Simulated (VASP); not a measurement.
Output of a VASP run:

File OSZICAR:
```
       N       E                     dE             d eps       ncg     rms          rms(c)
DAV:   1     0.437482239109E+02    0.43748E+02   -0.35919E+03   752   0.831E+02
DAV:   2     0.256075264731E+00   -0.43492E+02   -0.43157E+02   768   0.209E+02
DAV:   3    -0.101068804250E+01   -0.12668E+01   -0.12652E+01  1152   0.325E+01
DAV:   4    -0.104303311975E+01   -0.32345E-01   -0.32350E-01  1160   0.422E+00
DAV:   5    -0.104346648032E+01   -0.43336E-03   -0.43338E-03  1216   0.304E-01    0.200E+00
DAV:   6    -0.104360849214E+01   -0.14201E-03   -0.13915E-03  1280   0.282E-01    0.124E+00
DAV:   7    -0.104401289688E+01   -0.40440E-03   -0.29103E-03  1184   0.407E-01    0.538E-02
DAV:   8    -0.104407154024E+01   -0.58643E-04   -0.11908E-04  1104   0.151E-01    0.173E-02
DAV:   9    -0.104408557086E+01   -0.14031E-04   -0.14270E-05  1120   0.332E-02    0.598E-03
DAV:  10    -0.104408469244E+01    0.87842E-06   -0.21673E-06  1128   0.141E-02
   1 F= -.10440847E+01 E0= -.10437369E+01  d E =-.104408E+01
```

OUTCAR:
```
------------------------ aborting loop because EDIFF is reached ----------------------------------------
  FORCE on cell =-STRESS in cart. coord.  units (eV):
  Direction    XX          YY          ZZ          XY          YZ          ZX
  --------------------------------------------------------------------------------------
  Total        0.0005717      0.0005717      0.0005717     -0.0000000     -0.0000000      0.0000000
  in kB        0.0124452      0.0124452      0.0124452     -0.0000000     -0.0000000      0.0000000
  external PRESSURE =       0.0124452 kB  Pullay stress =       0.0000000 kB
  volume of cell :       73.60
      direct lattice vectors                 reciprocal lattice vectors
    -2.640000000  2.640000000  2.640000000     0.000000000  0.189393939  0.189393939
     2.640000000 -2.640000000  2.640000000     0.189393939  0.000000000  0.189393939
     2.640000000  2.640000000 -2.640000000     0.189393939  0.189393939  0.000000000
 POSITION                                       TOTAL-FORCE (eV/Angst)
 -----------------------------------------------------------------------------------
      0.00000      0.00000      0.00000        -0.000000     -0.000000      0.000000
 -----------------------------------------------------------------------------------
    total drift:                               -0.000000     -0.000000      0.000000
  FREE ENERGIE OF THE ION-ELECTRON SYSTEM (eV)
  ---------------------------------------------------
  free  energy   TOTEN  =        -1.0440846924 eV

  energy  without entropy=       -1.0430411830  energy(sigma->0) =       -1.04373686

 reached required accuracy - stopping structural energy minimisation
```
(Selected blocks of OUTCAR.)

**POSCAR**
```
K
1
   -2.6400000000     2.6400000000     2.6400000000
    2.6400000000    -2.6400000000     2.6400000000
    2.6400000000     2.6400000000    -2.6400000000
K
1
Direct
  0.0000000000   0.0000000000   0.0000000000
```

Q: Write an INCAR and KPOINTS that could have produced this output.

A: One answer among several that fit: the input of the run itself, PBE GGA, plane waves, VASP's PBE PAW potentials (set 64).

**INCAR**
```
# general
SYSTEM = K
PREC   = Accurate
ENCUT  = 500
LREAL  = .FALSE.
LASPH  = .TRUE.

# electronic loop
EDIFF  = 1E-6
NELM   = 100
ALGO   = Normal

# smearing
ISMEAR = 1
SIGMA  = 0.1

# functional
GGA    = PE

# ions
IBRION = 2
NSW    = 40
ISIF   = 3
EDIFFG = -0.02

# output
LWAVE  = .FALSE.
LCHARG = .FALSE.
```

File KPOINTS:
```
Automatic mesh
0
Gamma
10 10 10
0 0 0
```

POTCAR, in this order: K_sv (PBE.64 set). Program: vasp_std.

The compound is K in the bcc structure. The cell was not relaxed at this level.
